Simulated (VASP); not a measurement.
OSZICAR of a VASP run on SnO (litharge):

File OSZICAR:
```
       N       E                     dE             d eps       ncg     rms          rms(c)
DAV:   1     0.407098690252E+03    0.40710E+03   -0.22413E+04  1472   0.274E+03
DAV:   2     0.302319635276E+02   -0.37687E+03   -0.36978E+03  1576   0.603E+02
DAV:   3    -0.243233782748E+02   -0.54555E+02   -0.54057E+02  1720   0.196E+02
DAV:   4    -0.264114065394E+02   -0.20880E+01   -0.20860E+01  1656   0.428E+01
DAV:   5    -0.264696297708E+02   -0.58223E-01   -0.58216E-01  1896   0.711E+00    0.117E+01
DAV:   6    -0.227575346904E+02    0.37121E+01   -0.25975E+01  2432   0.531E+01    0.486E+00
DAV:   7    -0.227346071621E+02    0.22928E-01   -0.24251E+00  1680   0.101E+01    0.256E+00
DAV:   8    -0.227362847967E+02   -0.16776E-02   -0.56313E-01  2104   0.541E+00    0.102E+00
DAV:   9    -0.227159890429E+02    0.20296E-01   -0.15995E-01  2216   0.375E+00    0.266E-01
DAV:  10    -0.227181728570E+02   -0.21838E-02   -0.19147E-02  1992   0.119E+00    0.204E-01
DAV:  11    -0.227172777933E+02    0.89506E-03   -0.57558E-03  2200   0.702E-01    0.251E-02
DAV:  12    -0.227173535525E+02   -0.75759E-04   -0.65436E-04  1576   0.159E-01    0.410E-02
DAV:  13    -0.227173436786E+02    0.98739E-05   -0.75750E-05  2040   0.103E-01    0.884E-03
DAV:  14    -0.227173439050E+02   -0.22647E-06   -0.67929E-06  2008   0.268E-02    0.577E-03
DAV:  15    -0.227173434440E+02    0.46105E-06   -0.18020E-06  1928   0.100E-02    0.287E-03
DAV:  16    -0.227173434990E+02   -0.54977E-07   -0.37289E-07  1440   0.485E-03
   1 F= -.22266385E+02 E0= -.22266372E+02  d E =-.222664E+02
       N       E                     dE             d eps       ncg     rms          rms(c)
DAV:   1    -0.227183748394E+02   -0.10314E-02   -0.12412E-02  1848   0.173E+00    0.143E-01
DAV:   2    -0.227179724128E+02    0.40243E-03   -0.15777E-03  1936   0.444E-01    0.504E-02
DAV:   3    -0.227179005143E+02    0.71898E-04   -0.15412E-04  1776   0.256E-01    0.216E-02
DAV:   4    -0.227178844054E+02    0.16109E-04   -0.48705E-05  2000   0.121E-01    0.515E-03
DAV:   5    -0.227178818315E+02    0.25739E-05   -0.12320E-05  2064   0.399E-02    0.311E-03
DAV:   6    -0.227178811584E+02    0.67315E-06   -0.98914E-07  1952   0.102E-02    0.156E-03
DAV:   7    -0.227178810036E+02    0.15481E-06   -0.15004E-07   912   0.542E-03    0.319E-04
DAV:   8    -0.227178810533E+02   -0.49774E-07   -0.90682E-08   776   0.260E-03
   2 F= -.22266405E+02 E0= -.22266394E+02  d E =-.197290E-04
       N       E                     dE             d eps       ncg     rms          rms(c)
DAV:   1    -0.227178350542E+02    0.45949E-04   -0.11987E-04  1816   0.171E-01    0.139E-02
DAV:   2    -0.227178308457E+02    0.42085E-05   -0.14751E-05  1936   0.442E-02    0.498E-03
DAV:   3    -0.227178301220E+02    0.72367E-06   -0.14858E-06  1728   0.255E-02    0.207E-03
DAV:   4    -0.227178302137E+02   -0.91712E-07   -0.44877E-07  1536   0.116E-02
   3 F= -.22266405E+02 E0= -.22266394E+02  d E =-.199086E-04
       N       E                     dE             d eps       ncg     rms          rms(c)
DAV:   1    -0.227178589712E+02   -0.28849E-04   -0.33821E-05  1872   0.885E-02    0.769E-03
DAV:   2    -0.227178580026E+02    0.96865E-06   -0.48865E-06  1936   0.233E-02    0.263E-03
DAV:   3    -0.227178578368E+02    0.16582E-06   -0.40704E-07  1296   0.131E-02    0.118E-03
DAV:   4    -0.227178576914E+02    0.14531E-06   -0.14415E-07   856   0.702E-03    0.319E-04
DAV:   5    -0.227178575880E+02    0.10348E-06   -0.51672E-08   768   0.307E-03    0.104E-04
DAV:   6    -0.227178575688E+02    0.19128E-07   -0.15332E-08   736   0.159E-03
   4 F= -.22266405E+02 E0= -.22266395E+02  d E =-.200225E-04
       N       E                     dE             d eps       ncg     rms          rms(c)
DAV:   1    -0.227178443078E+02    0.13280E-04   -0.83007E-06  1872   0.443E-02    0.374E-03
DAV:   2    -0.227178439655E+02    0.34230E-06   -0.10977E-06  1800   0.114E-02    0.131E-03
DAV:   3    -0.227178439134E+02    0.52028E-07   -0.88911E-08   760   0.655E-03
   5 F= -.22266405E+02 E0= -.22266394E+02  d E =-.199879E-04
       N       E                     dE             d eps       ncg     rms          rms(c)
DAV:   1    -0.227180067877E+02   -0.16282E-03   -0.61251E-03  1864   0.614E-01    0.397E-02
DAV:   2    -0.227179906970E+02    0.16091E-04   -0.20608E-04  1904   0.149E-01    0.172E-02
DAV:   3    -0.227179830688E+02    0.76282E-05   -0.25690E-05  1792   0.901E-02    0.638E-03
DAV:   4    -0.227179818940E+02    0.11748E-05   -0.58394E-06  2192   0.254E-02    0.237E-03
DAV:   5    -0.227179811880E+02    0.70598E-06   -0.53922E-07  1464   0.101E-02    0.661E-04
DAV:   6    -0.227179811714E+02    0.16616E-07   -0.36180E-08   768   0.321E-03
   6 F= -.22266415E+02 E0= -.22266406E+02  d E =-.960617E-05
```

Question: Which electronic solver shows in the log?

Answer: It is blocked Davidson (ALGO = Normal, or the opening steps of other solvers). The INCAR had ALGO = Normal.

Question: Can the final energy be trusted as converged?

Answer: The calculation finished and met its thresholds. It stopped with EDIFF = 1E-7, NELM = 100, NSW = 40 and EDIFFG = -0.01 after 6 ionic steps (PBE GGA, plane waves, VASP's PBE PAW potentials (set 64)). Without a dispersion term in the relaxation, distances and binding between the weakly bound layers, chains or molecules are unreliable, and so is what depends on them.

The compound is SnO in the litharge structure. This run relaxes it under an external pressure of 1 GPa. Symmetry was kept, so distortions that lower it aren't found.
